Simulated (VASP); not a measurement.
Data:

```
CELL_PARAMETERS angstrom
      0.00000     2.39000     2.39000
      2.39000     0.00000     2.39000
      2.39000     2.39000     0.00000
ATOMIC_POSITIONS crystal
  B  0.00000 0.00000 0.00000
  As 0.25000 0.25000 0.25000
```

Method: PBE GGA, VASP's PBE PAW potentials (set 64) (plane waves; VASP 6.6.1). Settings: 400 eV cut-off, 8×8×8 Γ-centred mesh, Fermi-Dirac smearing of 0.050 eV, potentials B As.

At this cut-off the stress carries a Pulay error, which pulls relaxed volumes low.

Estimate the energy per atom (σ→0), pressure.

- energy per atom (σ→0) = -550.2 kJ/mol of atoms
- pressure = 3.15 GPa

Total energies compare only between runs with the same potentials, cut-off and functional.

The structure is a typed BAs crystal (F-43m). The cell was not relaxed at this level.
